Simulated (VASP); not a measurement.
Energy against volume of Ti (hcp). Computed with SCAN meta-GGA, VASP's PBE PAW potentials (set 64) (plane waves; VASP 6.6.1). Run with 520 eV cut-off, 14×14×8 Γ-centred mesh, first-order Methfessel-Paxton smearing of 0.10 eV, potentials Ti_sv.

Shape and ions are relaxed at each volume.

```json
[
 {"V (Å³/atom)": "16.267", "E (eV/atom)": "-16.01924"},
 {"V (Å³/atom)": "16.786", "E (eV/atom)": "-16.03555"},
 {"V (Å³/atom)": "17.305", "E (eV/atom)": "-16.03869"},
 {"V (Å³/atom)": "17.824", "E (eV/atom)": "-16.03019"}
]
```

Problem. Fit these four points and predict the energy of the run at 18.343 Å³/atom.

Solution. A cubic in V^(−2/3), the third-order Birch-Murnaghan form, passes through the four points with V0 = 17.18 Å³/atom and B0 = 122 GPa, and gives -16.0114 eV/atom there. The run gave -16.0118 eV/atom, -0.5 meV/atom from the fit; all five points give B0 = 121 GPa.

The compound is Ti in the hcp structure. It was relaxed first.
